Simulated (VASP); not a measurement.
The input files of a VASP run:

**POSCAR**
```
Mo
1
   -1.5767902635     1.5767902635     1.5650523707
    1.5767902635    -1.5767902635     1.5650523707
    1.5533144779     1.5533144779    -1.5650523707
Mo
1
Direct
  0.0000000000   0.0000000000   0.0000000000
```

KPOINTS:
```
Automatic mesh
0
Gamma
16 16 16
0 0 0
```

INCAR:
```
ALGO=Normal
EDIFF=1E-7
ENCUT=480
GGA=PS
ISIF=2
ISMEAR=1
LASPH=.True.
LCHARG=.False.
LMAXMIX=4
LREAL=.False.
LWAVE=.False.
NELM=100
PREC=Accurate
SIGMA=0.1
SYSTEM=Mo
```

POTCAR, in this order: Mo_sv (PBE.64 set). Program: vasp_std.

Q: Write an equivalent input for Ansatz.

A: One equivalent input (not run):
Ansatz 0.2 input:
```yaml
crystal:
  lattice:
    - [-1.5767903, 1.5767903, 1.5650524]
    - [1.5767903, -1.5767903, 1.5650524]
    - [1.5533145, 1.5533145, -1.5650524]
  atoms:
    - { symbol: Mo, position: [0.0000000, 0.0000000, 0.0000000] }
kpoints:
  mp_grid: { grid: [16, 16, 16] }
hamiltonian:
  xc: pbesol
  pseudopotentials: { kind: paw }
scf:
  occupations: { method: methfessel_paxton, width: 0.1 }
  max_iter: 100
output: { forces: true, stress: true, eigenvalues: true }
```
What does not carry over: each code has its own PAW files, so the cut-off isn't converted (ENCUT is set for VASP's; basis.ecutwfc is left out, and Ansatz then takes the one that its files recommend); Ansatz stops its SCF on the density residual and VASP on the energy change (EDIFF).

The compound is Mo in the bcc structure. This cell was strained or had an atom moved on purpose.
